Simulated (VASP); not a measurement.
The system is InGaO.

```xyz
3
Lattice="4.1649 0.0000 0.0000 0.0000 4.1649 0.0000 0.0000 0.0000 3.2635" Properties=species:S:1:pos:R:3 pbc="T T T"
In    2.0824    2.0824    1.6318
Ga    0.0000    0.0000    0.0000
O     2.0824    2.0824    0.0000
```

The cell was built by a generator and needn't be a form met in nature.

```yaml
Program: VASP 6.6.1
Task: relaxation of cell and atoms
Functional: PBE
Potentials_or_basis: VASP PAW PBE potentials, release 64 (In_d, Ga_d, O)
Cutoff: 520 eV
k_mesh: 4 × 4 × 5
Occupations: gaussian, width 0.15 eV
Spin: no spin polarisation
```

At the start: pressure 48.6 GPa; volume 18.87 Å³/atom.

Problem. How do energy, volume and symmetry change on relaxing?

Solution. Over 14 steps the energy falls by 1715.9 meV/atom and the volume is 18.48 Å³/atom (-2.1 %); space group P4/mmm (No. 123, to 0.05 Å).

Step by step:
```
step  energy change (eV)  largest force (eV/Å)  pressure (GPa)  volume (Å³)
   1              0.0000                0.0000           48.63        56.61
   2             -0.1467                0.0000          -20.91       106.21
   3             -4.7308                0.0000           -6.25        78.24
   4             -4.8306                0.0000           -4.76        76.15
   5             -4.8644                0.0000           -1.67        73.53
   6             -4.8669                0.0000           -2.24        74.07
   7             -4.8657                0.0000           -2.69        74.42
   8             -4.9376                0.0000           -2.20        71.22
   9             -5.0780                0.0000           -0.34        61.95
  10             -4.8484                0.0000           15.25        45.08
  11             -5.1006                0.0000            0.48        58.60
  12             -5.0939                0.0000            4.98        52.58
  13             -5.1048                0.0000            2.53        56.09
  14             -5.1478                0.0000           -0.07        55.43
```

Final structure:
```
In Ga O
1.0
     3.53630    0.00000    0.00000
     0.00000    3.53630    0.00000
     0.00000    0.00000    4.43215
In Ga O
1 1 1
Direct
  0.50000 0.50000 0.50000
  0.00000 0.00000 0.00000
  0.50000 0.50000 0.00000
```

Caveat: the k mesh is coarse (spacing up to 0.39 Å⁻¹), so the values aren't converged.
